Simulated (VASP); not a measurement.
These are PBE GGA, VASP's PBE PAW potentials (set 64) (plane waves; VASP) values and carry that method's errors.

VASP input:

INCAR:
```
ALGO = Normal
EDIFF = 1E-6
ENCUT = 400
GGA = PE
ISIF = 2
ISMEAR = -4
LASPH = .TRUE.
LCHARG = .FALSE.
LMAXMIX = 4
LREAL = .FALSE.
LWAVE = .FALSE.
NELM = 100
PREC = Accurate
SYSTEM = NiSi2
```

### POSCAR
```
NiSi2
1
    0.0000000000     2.7591000000     2.7591000000
    2.7591000000     0.0000000000     2.7591000000
    2.7591000000     2.7591000000     0.0000000000
Si Ni
2 1
Direct
  0.2500000000   0.2500000000   0.2500000000
  0.7500000000   0.7500000000   0.7500000000
  0.0000000000   0.0000000000   0.0000000000
```

### KPOINTS
```
Automatic
0
G
9 9 9
```

POTCAR, in this order: Si Ni (PBE.64 set). Program: vasp_std.

What VASP printed:

**OSZICAR**
```
       N       E                     dE             d eps       ncg     rms          rms(c)
DAV:   1     0.601608509536E+02    0.60161E+02   -0.66454E+03   918   0.112E+03
DAV:   2    -0.160906801788E+02   -0.76252E+02   -0.71989E+02   960   0.222E+02
DAV:   3    -0.192174139564E+02   -0.31267E+01   -0.30715E+01  1135   0.520E+01
DAV:   4    -0.192825467755E+02   -0.65133E-01   -0.64922E-01  1071   0.726E+00
DAV:   5    -0.192843809440E+02   -0.18342E-02   -0.18338E-02  1156   0.127E+00    0.159E+01
DAV:   6    -0.245003678511E+02   -0.52160E+01   -0.55477E+01   988   0.184E+02    0.263E+01
DAV:   7    -0.174459171827E+02    0.70545E+01   -0.16217E+01  1095   0.113E+02    0.424E+00
DAV:   8    -0.173274032670E+02    0.11851E+00   -0.23864E+00  1310   0.267E+01    0.243E+00
DAV:   9    -0.172932109374E+02    0.34192E-01   -0.27463E-01  1143   0.100E+01    0.636E-01
DAV:  10    -0.172911146226E+02    0.20963E-02   -0.10762E-02  1201   0.228E+00    0.272E-01
DAV:  11    -0.172912684272E+02   -0.15380E-03   -0.11848E-03  1056   0.268E-01    0.447E-02
DAV:  12    -0.172913086484E+02   -0.40221E-04   -0.51911E-05  1170   0.105E-01    0.248E-02
DAV:  13    -0.172913086571E+02   -0.86870E-08   -0.26268E-05  1112   0.106E-01    0.916E-03
DAV:  14    -0.172913089491E+02   -0.29207E-06   -0.31120E-06  1029   0.243E-02
   1 F= -.17291309E+02 E0= -.17291309E+02  d E =0.000000E+00
```

### OUTCAR
```
------------------------ aborting loop because EDIFF is reached ----------------------------------------
  FORCE on cell =-STRESS in cart. coord.  units (eV):
  Direction    XX          YY          ZZ          XY          YZ          ZX
  --------------------------------------------------------------------------------------
  Total       -1.5457219     -1.5457219     -1.5457219      0.0000000     -0.0000000     -0.0000000
  in kB      -58.9535024    -58.9535024    -58.9535024      0.0000000     -0.0000000     -0.0000000
  external PRESSURE =     -58.9535024 kB  Pullay stress =       0.0000000 kB
  volume of cell :       42.01
      direct lattice vectors                 reciprocal lattice vectors
     0.000000000  2.759100000  2.759100000    -0.181218513  0.181218513  0.181218513
     2.759100000  0.000000000  2.759100000     0.181218513 -0.181218513  0.181218513
     2.759100000  2.759100000  0.000000000     0.181218513  0.181218513 -0.181218513
 POSITION                                       TOTAL-FORCE (eV/Angst)
 -----------------------------------------------------------------------------------
      1.37955      1.37955      1.37955        -0.000000     -0.000000     -0.000000
      4.13865      4.13865      4.13865         0.000000      0.000000      0.000000
      0.00000      0.00000      0.00000        -0.000000      0.000000      0.000000
 -----------------------------------------------------------------------------------
    total drift:                               -0.000000     -0.000000      0.000000
  FREE ENERGIE OF THE ION-ELECTRON SYSTEM (eV)
  ---------------------------------------------------
  free  energy   TOTEN  =       -17.2913089491 eV

  energy  without entropy=      -17.2913089491  energy(sigma->0) =      -17.29130895
```
(Selected blocks of OUTCAR.)

The compound is NiSi2 in the fluorite structure. The cell was not relaxed at this level. The run is one of a series of settings (ISMEAR = -4, SIGMA removed against the base run), some of them coarse on purpose. The run is not spin-polarised, so no magnetic state was tried.
